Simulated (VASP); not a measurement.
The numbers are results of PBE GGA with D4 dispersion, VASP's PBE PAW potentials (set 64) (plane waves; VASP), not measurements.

The input files of a VASP run:

### KPOINTS
```
Automatic mesh
0
Gamma
13 13 8
0 0 0
```

### INCAR
```
! general
SYSTEM   =  Tl
PREC     =  Accurate
ENCUT    =  520
LREAL    =  .FALSE.
LASPH    =  .TRUE.

! electronic loop
EDIFF    =  1E-7
NELM     =  100
ALGO     =  Normal
LMAXMIX  =  4

! smearing
ISMEAR   =  -5

! functional
GGA      =  PE
IVDW     =  13

! ions
ISIF     =  2

! output
LWAVE    =  .FALSE.
LCHARG   =  .TRUE.
LORBIT   =  11
NEDOS    =  601
```

POSCAR:
```
Tl
1
    1.7446665150    -3.0218511518     0.0000000000
    1.7446665150     3.0218511518     0.0000000000
    0.0000000000     0.0000000000     5.5901140701
Tl
2
Direct
  0.3333330000   0.6666670000   0.2500000000
  0.6666670000   0.3333330000   0.7500000000
```

POTCAR, in this order: Tl_d (PBE.64 set). Program: vasp_std.

Unless said otherwise, spin-orbit coupling is left out, though it shifts the bands of the heavy elements here.

Question: What does the run give for the energy per atom (σ→0), dispersion energy, band gap (on the k-mesh)?

Answer: 
```json
{
  "energy per atom (σ→0)": "-2.574 eV/atom",
  "dispersion_energy": "-0.720 eV",
  "band gap (on the k-mesh)": "none (metal, semimetal or under 0.01 eV)"
}
```

OSZICAR:
```
...
DAV:   6    -0.443565316541E+01    0.41837E-01   -0.81773E-02  3819   0.242E+00    0.199E+00
DAV:   7    -0.442846860305E+01    0.71846E-02   -0.36381E-02  3693   0.161E+00    0.686E-01
DAV:   8    -0.442795840035E+01    0.51020E-03   -0.28005E-03  3700   0.436E-01    0.357E-02
DAV:   9    -0.442796412173E+01   -0.57214E-05   -0.16722E-05  4356   0.387E-02    0.118E-02
DAV:  10    -0.442797048447E+01   -0.63627E-05   -0.60244E-06  3718   0.225E-02    0.168E-03
DAV:  11    -0.442797095912E+01   -0.47465E-06   -0.35577E-07  3461   0.470E-03    0.752E-04
DAV:  12    -0.442797098387E+01   -0.24751E-07   -0.36854E-08  1933   0.171E-03
   1 F= -.51484276E+01 E0= -.51484276E+01  d E =0.000000E+00
```

The compound is Tl in the hcp structure. It was relaxed first.
